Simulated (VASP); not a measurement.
Output of a VASP run:

OSZICAR:
```
       N       E                     dE             d eps       ncg     rms          rms(c)
DAV:   1    -0.108097141823E+02   -0.10810E+02   -0.59961E-01   564   0.188E+01    0.125E+00
DAV:   2    -0.108058134003E+02    0.39008E-02   -0.56993E-02   623   0.424E+00    0.103E+00
DAV:   3    -0.108042181677E+02    0.15952E-02   -0.63585E-03   539   0.158E+00    0.609E-01
DAV:   4    -0.108039148538E+02    0.30331E-03   -0.88134E-04   522   0.380E-01    0.326E-01
DAV:   5    -0.108038252945E+02    0.89559E-04   -0.12564E-04   471   0.103E-01    0.185E-01
DAV:   6    -0.108038007437E+02    0.24551E-04   -0.23675E-05   511   0.451E-02    0.103E-01
DAV:   7    -0.108037909711E+02    0.97726E-05   -0.36126E-06   481   0.198E-02    0.575E-02
DAV:   8    -0.108037871531E+02    0.38179E-05   -0.10584E-06   308   0.999E-03    0.315E-02
DAV:   9    -0.108037855076E+02    0.16456E-05   -0.59835E-07   243   0.704E-03    0.160E-02
DAV:  10    -0.108037850117E+02    0.49587E-06   -0.22985E-07   223   0.441E-03
   1 F= -.10803785E+02 E0= -.10803785E+02  d E =-.925494E-13
       N       E                     dE             ncg
```

### OUTCAR
```
------------------------ aborting loop because EDIFF is reached ----------------------------------------
  FORCE on cell =-STRESS in cart. coord.  units (eV):
  Direction    XX          YY          ZZ          XY          YZ          ZX
  --------------------------------------------------------------------------------------
  Total       -0.5227000     -0.5227000     -0.5227000      0.0000000      0.0000000     -0.0000000
  in kB      -20.0696980    -20.0696980    -20.0696980      0.0000000      0.0000000     -0.0000000
  external PRESSURE =     -20.0696980 kB  Pullay stress =       0.0000000 kB
  volume of cell :       41.73
      direct lattice vectors                 reciprocal lattice vectors
     0.000000000  2.752944331  2.752944331    -0.181623724  0.181623724  0.181623724
     2.752944331  0.000000000  2.752944331     0.181623724 -0.181623724  0.181623724
     2.752944331  2.752944331  0.000000000     0.181623724  0.181623724 -0.181623724
  FREE ENERGIE OF THE ION-ELECTRON SYSTEM (eV)
  ---------------------------------------------------
  free  energy   TOTEN  =       -10.8037850117 eV

  energy  without entropy=      -10.8037850117  energy(sigma->0) =      -10.80378501

  exchange ACFDT corr.  =         0.00000000  see jH, gK, PRB 81, 115126
```
(Selected blocks of OUTCAR.)

File POSCAR:
```
GaP
1
    0.0000000000     2.7529443306     2.7529443306
    2.7529443306     0.0000000000     2.7529443306
    2.7529443306     2.7529443306     0.0000000000
Ga P
1 1
Direct
  0.0000000000   0.0000000000   0.0000000000
  0.2500000000   0.2500000000   0.2500000000
```

Reconstruct the remaining input files.

One answer among several that fit: the input of the run itself, HSE06 screened hybrid, plane waves, VASP's PBE PAW potentials (set 64).

**KPOINTS_OPT**
```
named points and PBE's band edges
8
Reciprocal
  0.000000   0.000000   0.000000 1 ! GAMMA
 -0.500000  -0.500000   0.000000 1 ! X
  0.000000   0.000000   0.500000 1 ! L
 -0.500000  -0.250000   0.250000 1 ! W
 -0.375000   0.000000   0.375000 1 ! K
 -0.375000  -0.375000   0.250000 1 ! U
  0.000000   0.000000   0.035710 1 ! near an edge
 -0.026790   0.000000   0.026790 1 ! near an edge
```

### INCAR
```
SYSTEM = GaP
PREC = Accurate
ENCUT = 520
EDIFF = 1E-6
NELM = 60
ALGO = Normal
LREAL = .FALSE.
LASPH = .TRUE.
ISMEAR = 0
SIGMA = 0.05
GGA = PE
HFSCREEN = 0.2
AEXX = 0.25
LHFCALC = .TRUE.
PRECFOCK = Fast
ISYM = 3
LMAXMIX = 4
LWAVE = .FALSE.
LCHARG = .FALSE.
ISIF = 2
```

**KPOINTS**
```
kpoints
0
Gamma
6 6 6
0 0 0
```

POTCAR, in this order: Ga_d P (PBE.64 set). Program: vasp_std. Read from the step before: WAVECAR.

The compound is GaP in the zinc blende structure. It was relaxed first.
